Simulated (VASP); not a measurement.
**AlO2 under changes of volume**

One of the cells (9.969 Å³/atom); the others are scaled copies at fixed shape and fractional positions:

```xyz
6
Lattice="1.4980 -5.4386 0.0000 1.4980 5.4386 0.0000 0.0000 0.0000 3.6708" Properties=species:S:1:pos:R:3 pbc="T T T"
Al    1.4980   -1.8288    2.7531
Al    1.4980    1.8288    0.9177
O     1.4980    4.7743    2.7531
O     1.4980   -4.7743    0.9177
O     1.4980    2.2387    2.7531
O     1.4980   -2.2387    0.9177
```

The cell comes from a database or a generator and needn't be the stable form of this composition.

- Program: VASP 6.6.1
- Functional: PBEsol
- Potentials or basis: VASP PAW PBE potentials, release 64 (Al, O)
- Cutoff: 520 eV
- k mesh: 9 × 9 × 7
- Occupations: fermi-dirac, width 0.05 eV
- Spin: no spin polarisation

```tsv
volume (Å³/atom)	energy over the lowest point (meV/atom)	pressure (GPa)	largest force (eV/Å)
9.187	4.89	6.0	1.256
9.382	0.00	1.6	1.040
9.578	0.23	-2.4	0.839
9.969	14.09	-9.2	0.475
10.164	?	?	?
10.360	42.94	-14.7	0.277
```

What does the run at 10.164 Å³/atom give?

Energy over the lowest point 26.83 meV/atom; pressure -12.1 GPa; largest force 0.310 eV/Å.

Worked out: A Birch-Murnaghan fit of order 3 (a polynomial in V^(-2/3)) to the other rows has its minimum at 9.47 Å³/atom with B0 = V·E''(V) = 194 GPa and B' = 4.1 at fixed shape and positions, which overstates the stiffness. It gives 26.80 meV/atom at 10.164 Å³/atom, against the run's 26.83, and -dE/dV = -11.9 GPa, against -12.1.

Energies are extrapolated to zero smearing.

Caveats: the PAW data sets were made with another functional, which shifts forces and pressure a little.
